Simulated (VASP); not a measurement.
Data:

```
O2Si
1.0
    2.50524    -4.33921     0.00000
    2.50524     4.33921     0.00000
    0.00000     0.00000     5.50378
Si O
3 6
Direct
  0.00000   0.47481   0.33333
  0.52519   0.52519   0.00000
  0.47481   0.00000   0.66667
  0.25894   0.41476   0.20770
  0.58524   0.84418   0.87437
  0.74106   0.15582   0.45897
  0.84418   0.58524   0.12563
  0.41476   0.25894   0.79230
  0.15582   0.74106   0.54103
```

These are PBE GGA, VASP's PBE PAW potentials (set 64) (plane waves; VASP) values and carry that method's errors. Numerical set-up: 520 eV cut-off, 7×7×5 Γ-centred mesh, Gaussian smearing of 0.010 eV, potentials Si O.

Q: The job: SiO$_{2}$ (quartz), 9 atoms, PBE, optics run with many empty bands, 520 eV, 7×7×5 Γ-centred mesh. Roughly how much core time does it take on a busy server core?

A: About 8 core-minutes (one run on a shared machine, a rough figure). It had 32 irreducible k-points, 87 bands, up to 3266 plane waves and 15 electronic steps.

The compound is SiO2 in the quartz structure. It was relaxed first, which changed the volume by +6 %.
